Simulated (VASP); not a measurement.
Crystal: GaSb.

```
Ga Sb
1.0
     0.00000    3.05740    3.05740
     3.05740    0.00000    3.05740
     3.05740    3.05740    0.00000
Ga Sb
1 1
Direct
  0.00000 0.00000 0.00000
  0.25000 0.25000 0.25000
```

Base run:

| Quantity | Value |
| --- | --- |
| Program | VASP 6.6.1 |
| Functional | PBE |
| Potentials or basis | VASP PAW PBE potentials, release 64 (Ga_d, Sb) |
| Cutoff | 520 eV |
| k mesh | 10 × 10 × 10 |
| Occupations | gaussian, width 0.03 eV |
| Spin | no spin polarisation |

Its results: band gap on the k mesh 0.05 eV, direct; pressure 2.5 GPa.

The run is repeated on the same cell with these changes: functional from PBE to r2SCAN. What comes out?

Band gap on the k mesh 0.46 eV, direct; pressure 0.5 GPa.

r2SCAN gives the wider gap, since meta-GGAs in the generalised Kohn-Sham scheme recover part of the derivative discontinuity.

Caveats: spin-orbit coupling is left out, which moves the levels of the heavy elements; the PAW data sets were made with another functional, which shifts forces and pressure a little (some runs).
